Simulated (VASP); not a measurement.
These are PBE GGA, VASP's PBE PAW potentials (set 64) (plane waves; VASP) values and carry that method's errors.

The input files of a VASP run:

**KPOINTS**
```
kpoints
0
gamma
6 6 6
```

POSCAR:
```
CdTe
3.30480
  0.0000000000   1.0000000000   1.0000000000
  1.0000000000   0.0000000000   1.0000000000
  1.0000000000   1.0000000000   0.0000000000
Cd Te
1 1
Cartesian
  0.0000000000   0.0000000000   0.0000000000
  0.5000000000   0.5000000000   0.5000000000
```

**INCAR**
```
SYSTEM = CdTe
PREC = Accurate
ENCUT = 400
EDIFF = 1E-6
NELM = 100
ALGO = Normal
LREAL = .FALSE.
LASPH = .TRUE.
ISMEAR = 0
SIGMA = 0.05
GGA = PE
LMAXMIX = 4
LWAVE = .FALSE.
LCHARG = .FALSE.
ISIF = 2
```

POTCAR, in this order: Cd Te (PBE.64 set). Program: vasp_std.

The run wrote:

**OSZICAR**
```
       N       E                     dE             d eps       ncg     rms          rms(c)
DAV:   1     0.878499894291E+02    0.87850E+02   -0.72320E+03   416   0.961E+02
DAV:   2    -0.153749550633E+01   -0.89387E+02   -0.85849E+02   496   0.252E+02
DAV:   3    -0.500728741532E+01   -0.34698E+01   -0.34651E+01   486   0.529E+01
DAV:   4    -0.504140442028E+01   -0.34117E-01   -0.34116E-01   591   0.452E+00
DAV:   5    -0.504159065640E+01   -0.18624E-03   -0.18623E-03   501   0.264E-01    0.519E+00
DAV:   6    -0.481892416730E+01    0.22267E+00   -0.46564E-01   466   0.856E+00    0.427E+00
DAV:   7    -0.480336287073E+01    0.15561E-01   -0.11688E-01   461   0.247E+00    0.168E+00
DAV:   8    -0.480415467511E+01   -0.79180E-03   -0.10106E-02   421   0.137E+00    0.482E-01
DAV:   9    -0.480449651358E+01   -0.34184E-03   -0.10039E-03   481   0.357E-01    0.105E-01
DAV:  10    -0.480456603906E+01   -0.69525E-04   -0.12747E-04   446   0.117E-01    0.518E-02
DAV:  11    -0.480461125028E+01   -0.45211E-04   -0.86974E-05   434   0.642E-02    0.350E-02
DAV:  12    -0.480461018021E+01    0.10701E-05   -0.33047E-06   483   0.160E-02    0.201E-02
DAV:  13    -0.480461003298E+01    0.14723E-06   -0.58073E-07   323   0.423E-03
   1 F= -.48046100E+01 E0= -.48046100E+01  d E =-.163050E-11
```

File OUTCAR:
```
------------------------ aborting loop because EDIFF is reached ----------------------------------------
  FORCE on cell =-STRESS in cart. coord.  units (eV):
  Direction    XX          YY          ZZ          XY          YZ          ZX
  --------------------------------------------------------------------------------------
  Total       -0.0147627     -0.0147627     -0.0147627     -0.0000000      0.0000000      0.0000000
  in kB       -0.3276502     -0.3276502     -0.3276502     -0.0000000      0.0000000      0.0000000
  external PRESSURE =      -0.3276502 kB  Pullay stress =       0.0000000 kB
  volume of cell :       72.19
      direct lattice vectors                 reciprocal lattice vectors
     0.000000000  3.304800000  3.304800000    -0.151295086  0.151295086  0.151295086
     3.304800000  0.000000000  3.304800000     0.151295086 -0.151295086  0.151295086
     3.304800000  3.304800000  0.000000000     0.151295086  0.151295086 -0.151295086
  FREE ENERGIE OF THE ION-ELECTRON SYSTEM (eV)
  ---------------------------------------------------
  free  energy   TOTEN  =        -4.8046100330 eV

  energy  without entropy=       -4.8046100330  energy(sigma->0) =       -4.80461003
```
(Selected blocks of OUTCAR.)

The compound is CdTe in the zinc blende structure. The cell was not relaxed at this level.
